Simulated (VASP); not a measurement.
Consider the following.

```
HfB2
1.0
    1.57081    -2.72072     0.00000
    1.57081     2.72072     0.00000
    0.00000     0.00000     3.49969
Hf B
1 2
Direct
  0.00000   0.00000   0.00000
  0.33333   0.66667   0.50000
  0.66667   0.33333   0.50000
```

The numbers are results of PW91 GGA, VASP's PBE PAW potentials (set 64) (plane waves; VASP), not measurements. Settings: 520 eV cut-off, 13×13×10 Γ-centred mesh, tetrahedra with Blöchl corrections, potentials Hf_pv B.

The cores are frozen, which limits the accuracy of field gradients.

Q: Give the principal components of the electric field gradient (V/Å²) and the asymmetry η at each nucleus.

A: 
```csv
atom,Vxx,Vyy,Vzz,η
Hf1,-38.6,-38.6,77.3,0.00
B2,-1.0,-1.0,1.9,0.00
B3,-1.0,-1.0,1.9,0.00
```

The compound is HfB2 in the AlB2 type structure. It was relaxed first.
